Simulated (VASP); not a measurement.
Energy against volume of GaAs (zinc blende). Level of theory: PBE GGA with D4 dispersion, VASP's PBE PAW potentials (set 64) (plane waves; VASP).

```csv
V (Å³/atom),E (eV/atom)
21.369,-4.52334
22.051,-4.53866
22.733,-4.54342
23.415,-4.53928
24.097,-4.52761
```

Problem. Fit a third-order Birch-Murnaghan equation of state.

Solution. 
| Property | Result |
|---|---|
| volume per atom | 22.74 Å³/atom |
| bulk modulus | 69.5 GPa |
| pressure derivative of the bulk modulus | 4.64 |
| lattice constant a | 5.666 Å |

Measured: bulk modulus 76.7 GPa at 0 K (computed value off by -9.4 %), as given by Daniel Mejia-Rodriguez et al., Physical Review B (2018), arXiv:1807.09216 [0 K value with the zero-point phonon effect removed]; a 5.640 Å at 0 K (computed value off by +0.5 %), as given by Daniel Mejia-Rodriguez et al., Physical Review B (2018), arXiv:1807.09216 [static lattice: zero-point anharmonic expansion removed].

The compound is GaAs in the zinc blende structure. It was relaxed first.
